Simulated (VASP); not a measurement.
Input of a VASP 6.6.1 run:

Contents of INCAR:

```
SYSTEM = InP
PREC = Accurate
ENCUT = 600
EDIFF = 1E-6
ISMEAR = 0
SIGMA = 0.03
LREAL = .FALSE.
LASPH = .TRUE.
NELM = 80
ALGO = Normal
ISIF = 3
LWAVE = .FALSE.
LCHARG = .FALSE.
GGA = PE
IBRION = 2
NSW = 90
EDIFFG = -0.01
```

File KPOINTS:

```
Automatic mesh
0
G
  8 8 8
  0 0 0
```

POSCAR

```
InP
1.0
    0.0000000000      2.9305000000      2.9305000000
    2.9305000000      0.0000000000      2.9305000000
    2.9305000000      2.9305000000      0.0000000000
In P
1 1
Direct
    0.0000000000      0.0000000000      0.0000000000
    0.2500000000      0.2500000000      0.2500000000
```

Potentials or basis: VASP PAW PBE potentials, release 64 (In_d, P).

Run with:

```console
$ cat potpaw_PBE.64/In_d/POTCAR potpaw_PBE.64/P/POTCAR > POTCAR
$ mpirun -np 1 vasp_std > vasp.out
```

**Question.** Estimate the relaxed volume.

**Answer.** 26.44 Å³/atom.

**Question.** Predict the band gap on the k mesh.

**Answer.** 0.44 eV, direct.

**Question.** Estimate the space group after relaxing (to 0.05 Å).

**Answer.** F-43m (No. 216).

**Question.** Estimate the relaxed cell.

**Answer.** a = 4.213 Å, b = 4.213 Å, c = 4.213 Å, α = 60.00°, β = 60.00°, γ = 60.00°.

The path:
| step | energy change (eV) | largest force (eV/Å) | pressure (GPa) | volume (Å³) |
| --- | --- | --- | --- | --- |
| 1 | 0.0000 | 0.0000 | 3.30 | 50.33 |
| 2 | -0.0192 | 0.0000 | -1.39 | 54.20 |
| 3 | -0.0251 | 0.0000 | 0.01 | 52.88 |

Caveat: spin-orbit coupling is left out, which moves the levels of the heavy elements. PBE usually gives volumes a little too large and moduli too small.
